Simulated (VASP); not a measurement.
Output of a VASP run:

**OSZICAR**
```
       N       E                     dE             d eps       ncg     rms          rms(c)
DAV:   1     0.445676326267E+03    0.44568E+03   -0.21528E+04   912   0.181E+03
DAV:   2    -0.408473820221E+01   -0.44976E+03   -0.44038E+03  1120   0.483E+02
DAV:   3    -0.500381185174E+02   -0.45953E+02   -0.44832E+02  1360   0.144E+02
DAV:   4    -0.518950398518E+02   -0.18569E+01   -0.18557E+01  1296   0.275E+01
DAV:   5    -0.519514794137E+02   -0.56440E-01   -0.56438E-01  1272   0.361E+00    0.241E+01
DAV:   6    -0.421972552134E+02    0.97542E+01   -0.70023E+01  1464   0.781E+01    0.103E+01
DAV:   7    -0.421696966887E+02    0.27559E-01   -0.11752E+01  1184   0.257E+01    0.707E+00
DAV:   8    -0.420061314910E+02    0.16357E+00   -0.12927E+00  1240   0.114E+01    0.242E+00
DAV:   9    -0.420187593811E+02   -0.12628E-01   -0.19807E-01  1128   0.318E+00    0.105E+00
DAV:  10    -0.420103564719E+02    0.84029E-02   -0.81957E-02  1272   0.271E+00    0.443E-01
DAV:  11    -0.420086902399E+02    0.16662E-02   -0.15675E-02  1336   0.934E-01    0.117E-01
DAV:  12    -0.420085704415E+02    0.11980E-03   -0.32432E-03  1200   0.549E-01    0.779E-02
DAV:  13    -0.420085088511E+02    0.61590E-04   -0.27418E-04  1176   0.124E-01    0.186E-02
DAV:  14    -0.420085102453E+02   -0.13942E-05   -0.19623E-05  1256   0.334E-02    0.196E-02
DAV:  15    -0.420085090491E+02    0.11962E-05   -0.23891E-06   928   0.148E-02    0.109E-02
DAV:  16    -0.420085076948E+02    0.13543E-05   -0.58614E-06  1096   0.182E-02    0.205E-03
DAV:  17    -0.420085077131E+02   -0.18322E-07   -0.28985E-07   528   0.462E-03
   1 F= -.42008508E+02 E0= -.42008508E+02  d E =-.420085E+02
       N       E                     dE             d eps       ncg     rms          rms(c)
DAV:   1    -0.420087164740E+02   -0.20878E-03   -0.11316E-01  1072   0.430E+00    0.161E-01
DAV:   2    -0.420089908825E+02   -0.27441E-03   -0.90153E-03  1040   0.770E-01    0.107E-01
DAV:   3    -0.420089092158E+02    0.81667E-04   -0.83008E-04  1392   0.210E-01    0.476E-02
DAV:   4    -0.420088811585E+02    0.28057E-04   -0.16315E-04  1288   0.118E-01    0.289E-02
DAV:   5    -0.420088833121E+02   -0.21536E-05   -0.25409E-05  1232   0.404E-02    0.141E-02
DAV:   6    -0.420088854087E+02   -0.20966E-05   -0.59382E-06  1152   0.133E-02    0.640E-03
DAV:   7    -0.420088864750E+02   -0.10664E-05   -0.10424E-06   680   0.906E-03    0.764E-04
DAV:   8    -0.420088865069E+02   -0.31860E-07   -0.23872E-07   488   0.387E-03
   2 F= -.42008887E+02 E0= -.42008887E+02  d E =-.378794E-03
       N       E                     dE             d eps       ncg     rms          rms(c)
DAV:   1    -0.420088175601E+02    0.68915E-04   -0.14449E-01  1072   0.486E+00    0.181E-01
DAV:   2    -0.420091714275E+02   -0.35387E-03   -0.11470E-02  1040   0.868E-01    0.119E-01
DAV:   3    -0.420090685971E+02    0.10283E-03   -0.10523E-03  1400   0.236E-01    0.527E-02
DAV:   4    -0.420090333818E+02    0.35215E-04   -0.20671E-04  1288   0.133E-01    0.321E-02
DAV:   5    -0.420090360566E+02   -0.26748E-05   -0.31896E-05  1248   0.452E-02    0.157E-02
DAV:   6    -0.420090386743E+02   -0.26177E-05   -0.76745E-06  1232   0.150E-02    0.727E-03
DAV:   7    -0.420090399588E+02   -0.12845E-05   -0.13172E-06   704   0.103E-02    0.849E-04
DAV:   8    -0.420090399917E+02   -0.32866E-07   -0.28270E-07   472   0.423E-03
   3 F= -.42009040E+02 E0= -.42009040E+02  d E =-.532279E-03
```

**OUTCAR**
```
------------------------ aborting loop because EDIFF is reached ----------------------------------------
  FORCE on cell =-STRESS in cart. coord.  units (eV):
  Direction    XX          YY          ZZ          XY          YZ          ZX
  --------------------------------------------------------------------------------------
  Total       -0.0250210     -0.0250210     -0.0590704     -0.0000000      0.0000000      0.0000000
  in kB       -0.6229313     -0.6229315     -1.4706350     -0.0000000      0.0000000      0.0000000
  external PRESSURE =      -0.9054992 kB  Pullay stress =       0.0000000 kB
  volume of cell :       64.35
      direct lattice vectors                 reciprocal lattice vectors
     2.829374720  1.633540461  2.320619486     0.176717490  0.102027878  0.143639806
    -2.829374720  1.633540461  2.320619486    -0.176717490  0.102027878  0.143639806
    -0.000000000 -3.267080922  2.320619486     0.000000000 -0.204055756  0.143639806
 POSITION                                       TOTAL-FORCE (eV/Angst)
 -----------------------------------------------------------------------------------
     -0.00000      0.00000      0.00461         0.000000      0.000000     -0.014275
     -0.00000      0.00000      3.56963         0.000000      0.000000     -0.004303
     -1.39455      0.80515      4.54304         0.010023     -0.005786      0.006193
     -0.00000     -1.61029      4.54304         0.000000      0.011573      0.006193
      1.39455      0.80515      4.54304        -0.010023     -0.005786      0.006193
 -----------------------------------------------------------------------------------
    total drift:                               -0.000000      0.000004      0.000340
  FREE ENERGIE OF THE ION-ELECTRON SYSTEM (eV)
  ---------------------------------------------------
  free  energy   TOTEN  =       -42.0090399917 eV

  energy  without entropy=      -42.0090399917  energy(sigma->0) =      -42.00903999

 reached required accuracy - stopping structural energy minimisation
```
(Selected blocks of OUTCAR.)

POSCAR:
```
BaTiO3
1
    2.8321404218     1.6351372404     2.3216166319
   -2.8321404218     1.6351372404     2.3216166319
   -0.0000000000    -3.2702744808     2.3216166319
Ba Ti O
1 1 3
Direct
  0.0004703944   0.0004703944   0.0004703944
  0.5137200222   0.5137200222   0.5137200222
  0.4883711965   0.9801571903   0.4883711965
  0.4883711965   0.4883711965   0.9801571903
  0.9801571903   0.4883711965   0.4883711965
```

Write an INCAR and KPOINTS that could have produced this output.

Several could match; the one computed here: the input of the run itself, PBEsol GGA, plane waves, VASP's PBE PAW potentials (set 64).

File KPOINTS:
```
Automatic mesh
0
G
  5 5 5
```

### INCAR
```
GGA=PS   ! PBEsol
EDIFFG=-0.02   ! ionic stop
LREAL=.FALSE.   ! projection in real space or not
ISIF=3   ! ions, shape and volume
ISMEAR=0   ! Gaussian
LASPH=.TRUE.   ! aspherical one-centre terms
LMAXMIX=4
SIGMA=0.05   ! width (eV)
ENCUT=520
IBRION=2   ! conjugate gradients
NSW=60   ! most ionic steps
SYSTEM=BaTiO3
NELM=100   ! most electronic steps
LWAVE=.FALSE.
LCHARG=.FALSE.
PREC=Accurate
ALGO=Normal   ! blocked Davidson
EDIFF=1E-6   ! SCF stop (eV)
```

POTCAR, in this order: Ba_sv Ti_sv O (PBE.64 set). Program: vasp_std.

The structure comes from a computed database's BaTiO3 entry (R3m); how it stands against other phases isn't given here. This run relaxes it. Symmetry was kept, so distortions that lower it aren't found. The start is the result of an earlier pass.
